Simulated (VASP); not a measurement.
Level of theory: PBE GGA, VASP's PBE PAW potentials (set 64) (plane waves; VASP).

A VASP calculation is set up with these files.

**POSCAR**
```
PbTe
1
    0.0000000000     3.2818670601     3.2818670601
    3.2818670601     0.0000000000     3.2818670601
    3.2818670601     3.2818670601     0.0000000000
Te Pb
1 1
Direct
  0.5000000000   0.5000000000   0.5000000000
  0.0000000000   0.0000000000   0.0000000000
```

INCAR:
```
SYSTEM  =  PbTe
PREC  =  Accurate; ENCUT  =  500; LREAL  =  .FALSE.
LASPH  =  .TRUE.
EDIFF  =  1E-6; NELM  =  100; ALGO  =  Normal
LMAXMIX  =  4
ISMEAR  =  0; SIGMA  =  0.05
GGA  =  PE
IBRION  =  2; NSW  =  40; ISIF  =  3
EDIFFG  =  -0.02; PSTRESS  =  50
LWAVE  =  .FALSE.; LCHARG  =  .FALSE.
```

KPOINTS:
```
Automatic mesh
0
Gamma
7 7 7
0 0 0
```

POTCAR, in this order: Te Pb_d (PBE.64 set). Program: vasp_std.

The resulting files:

### OSZICAR
```
       N       E                     dE             d eps       ncg     rms          rms(c)
DAV:   1     0.148104704589E+03    0.14810E+03   -0.91646E+03   560   0.134E+03
DAV:   2     0.314737849943E+01   -0.14496E+03   -0.14147E+03   578   0.330E+02
DAV:   3    -0.738006778299E+01   -0.10527E+02   -0.10502E+02   752   0.962E+01
DAV:   4    -0.765754203977E+01   -0.27747E+00   -0.27739E+00   688   0.193E+01
DAV:   5    -0.766673200537E+01   -0.91900E-02   -0.91899E-02   774   0.296E+00    0.303E+00
DAV:   6    -0.752532913454E+01    0.14140E+00   -0.34834E-01   766   0.455E+00    0.186E+00
DAV:   7    -0.752182169959E+01    0.35074E-02   -0.94030E-02   648   0.169E+00    0.895E-01
DAV:   8    -0.752404911512E+01   -0.22274E-02   -0.10563E-02   584   0.122E+00    0.145E-01
DAV:   9    -0.752391796836E+01    0.13115E-03   -0.15392E-03   826   0.448E-01    0.609E-02
DAV:  10    -0.752396126604E+01   -0.43298E-04   -0.16174E-04   578   0.104E-01    0.222E-02
DAV:  11    -0.752396907365E+01   -0.78076E-05   -0.42697E-05   696   0.588E-02    0.134E-02
DAV:  12    -0.752396912738E+01   -0.53722E-07   -0.24288E-06   674   0.144E-02
   1 F= -.53177311E+01 E0= -.53177311E+01  d E =-.531773E+01
       N       E                     dE             d eps       ncg     rms          rms(c)
DAV:   1    -0.123321174803E+02   -0.48081E+01   -0.13725E+02   692   0.178E+02    0.130E+01
DAV:   2    -0.785099626646E+01    0.44811E+01   -0.10704E+01   680   0.808E+01    0.424E+00
DAV:   3    -0.724882903817E+01    0.60217E+00   -0.25417E+00   692   0.271E+01    0.806E-01
DAV:   4    -0.725419515354E+01   -0.53661E-02   -0.72632E-02   644   0.235E+00    0.772E-01
DAV:   5    -0.725895268762E+01   -0.47575E-02   -0.67064E-03   792   0.721E-01    0.239E-01
DAV:   6    -0.725935269873E+01   -0.40001E-03   -0.14577E-03   788   0.401E-01    0.558E-02
DAV:   7    -0.725933703019E+01    0.15669E-04   -0.95200E-05   620   0.110E-01    0.281E-02
DAV:   8    -0.725933396004E+01    0.30701E-05   -0.70178E-06   668   0.251E-02    0.858E-03
DAV:   9    -0.725933240910E+01    0.15509E-05   -0.20574E-06   572   0.867E-03    0.325E-03
DAV:  10    -0.725933252013E+01   -0.11103E-06   -0.22735E-07   316   0.504E-03
   2 F= -.53849254E+01 E0= -.53849254E+01  d E =-.671944E-01
       N       E                     dE             d eps       ncg     rms          rms(c)
DAV:   1    -0.809743683273E+01   -0.83810E+00   -0.23110E+01   692   0.952E+01    0.442E+00
DAV:   2    -0.753609997311E+01    0.56134E+00   -0.11436E+00   686   0.200E+01    0.167E+00
DAV:   3    -0.742691917278E+01    0.10918E+00   -0.47168E-01   686   0.119E+01    0.349E-01
DAV:   4    -0.742714624266E+01   -0.22707E-03   -0.84264E-03   566   0.109E+00    0.259E-01
DAV:   5    -0.742710708659E+01    0.39156E-04   -0.16787E-03   690   0.448E-01    0.112E-01
DAV:   6    -0.742706786604E+01    0.39221E-04   -0.20602E-04   716   0.230E-01    0.231E-02
DAV:   7    -0.742707155991E+01   -0.36939E-05   -0.10385E-05   668   0.481E-02    0.656E-03
DAV:   8    -0.742707398002E+01   -0.24201E-05   -0.10970E-06   352   0.168E-02    0.179E-03
DAV:   9    -0.742707351084E+01    0.46918E-06   -0.22956E-07   322   0.479E-03
   3 F= -.54323644E+01 E0= -.54323644E+01  d E =-.114633E+00
```

OUTCAR:
```
------------------------ aborting loop because EDIFF is reached ----------------------------------------
  FORCE on cell =-STRESS in cart. coord.  units (eV):
  Direction    XX          YY          ZZ          XY          YZ          ZX
  --------------------------------------------------------------------------------------
  Total        1.9828347      1.9828347      1.9828347      0.0000000      0.0000000      0.0000000
  in kB       49.7023546     49.7023546     49.7023546      0.0000000      0.0000000      0.0000000
  external PRESSURE =      -0.2976454 kB  Pullay stress =      50.0000000 kB
  volume of cell :       63.92
      direct lattice vectors                 reciprocal lattice vectors
     0.000000000  3.173438221  3.173438221    -0.157557817  0.157557817  0.157557817
     3.173438221  0.000000000  3.173438221     0.157557817 -0.157557817  0.157557817
     3.173438221  3.173438221 -0.000000000     0.157557817  0.157557817 -0.157557817
  FREE ENERGIE OF THE ION-ELECTRON SYSTEM (eV)
  ---------------------------------------------------
  free  energy   TOTEN  =        -7.4270735108 eV

  energy  without entropy=       -7.4270735108  energy(sigma->0) =       -7.42707351
  enthalpy is  TOTEN    =        -5.4323644431 eV   P V=        1.9947090678

 reached required accuracy - stopping structural energy minimisation
```
(Selected blocks of OUTCAR.)

**CONTCAR**
```
PbTe
   1.00000000000000
     0.0000000000000000    3.1734382211430727    3.1734382211430727
     3.1734382211430727    0.0000000000000000    3.1734382211430727
     3.1734382211430727    3.1734382211430727   -0.0000000000000000
  Te              Pb
     1     1
Direct
     0.5000000000000000    0.5000000000000000    0.5000000000000000
     0.0000000000000000    0.0000000000000000    0.0000000000000000
```

Energy and stress use the plane-wave basis of the starting cell.

The compound is PbTe in the rock salt structure. This run relaxes it under an external pressure of 5 GPa. Symmetry was kept, so distortions that lower it aren't found.
